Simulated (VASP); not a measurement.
Wanted: the native input for a VASP 6.6.1 run.

| Quantity | Value |
| --- | --- |
| Task | density of states |
| Functional | PBE |
| Potentials or basis | VASP PAW PBE potentials, release 64 (Zr_sv, Hf_pv, Se) |
| Cutoff | 520 eV |
| k mesh | 8 × 8 × 6 |
| Occupations | gaussian, width 0.1 eV |
| Spin | no spin polarisation |
| k mesh for the DOS | 12 × 12 × 9 |
| Occupations for the DOS | tetrahedron |
| Further INCAR settings | ALGO = Normal; EDIFF = 1e-06 |

The system is HfZr2Se4.

```
CELL_PARAMETERS angstrom
7.21986 -1.82809 0.00000
7.21986 1.82809 0.00000
-3.07181 0.00000 6.01168
ATOMIC_POSITIONS crystal
Zr 0.25416 0.25416 0.30293
Zr 0.74584 0.74584 0.69707
Hf 0.00000 0.00000 0.00000
Se 0.36736 0.36736 0.03500
Se 0.63264 0.63264 0.96500
Se 0.10484 0.10484 0.44078
Se 0.89516 0.89516 0.55922
```

The cell was built by a generator and needn't be a form met in nature.

These files were run (other wordings do the same):

POSCAR

```
HfZr2Se4
1.0
    7.2198590000     -1.8280900000      0.0000000000
    7.2198590000      1.8280900000      0.0000000000
   -3.0718130000      0.0000000000      6.0116810000
Zr Hf Se
2 1 4
Direct
    0.2541610000      0.2541610000      0.3029270000
    0.7458390000      0.7458390000      0.6970730000
    0.0000000000      0.0000000000      0.0000000000
    0.3673620000      0.3673620000      0.0350030000
    0.6326380000      0.6326380000      0.9649970000
    0.1048450000      0.1048450000      0.4407800000
    0.8951550000      0.8951550000      0.5592200000
```

INCAR.step1

```
PREC = Accurate
ENCUT = 520
EDIFF = 1E-6
ISMEAR = 0
SIGMA = 0.1
LREAL = F
LASPH = T
NELM = 80
ALGO = Normal
ISIF = 2
LWAVE = F
LCHARG = T
LMAXMIX = 4
GGA = PE
KPAR = 8
```

KPOINTS.step1

```
Automatic mesh
0
Gamma
  8 8 6
```

INCAR.step2

```
PREC = Accurate
ENCUT = 520
EDIFF = 1E-6
ISMEAR = -5
SIGMA = 0.1
LREAL = F
LASPH = T
NELM = 80
ALGO = Normal
ISIF = 2
LWAVE = F
LCHARG = F
LMAXMIX = 4
GGA = PE
LORBIT = 10
KPAR = 8
NEDOS = 2001
ICHARG = 11
```

KPOINTS.step2

```
Automatic mesh
0
Gamma
  12 12 9
```

Potentials or basis: VASP PAW PBE potentials, release 64 (Zr_sv, Hf_pv, Se).

Launch:

```bash
$ cat potpaw_PBE.64/Zr_sv/POTCAR potpaw_PBE.64/Hf_pv/POTCAR potpaw_PBE.64/Se/POTCAR > POTCAR
$ cp INCAR.step1 INCAR
$ cp KPOINTS.step1 KPOINTS
$ mpirun -np 8 vasp_std > vasp.out
$ cp INCAR.step2 INCAR
$ cp KPOINTS.step2 KPOINTS
$ mpirun -np 8 vasp_std > vasp.out
```

Results of the run:

```json
{"Valence electrons inside the program's atomic spheres": "Zr 9.78; Hf 8.23; Se 3.91, 3.92"}
```

Wall time 6.9 min on 8 MPI ranks on Intel(R) Xeon(R) Platinum 8488C (Sapphire Rapids), on a shared host, peak memory 1.7 GiB a rank.
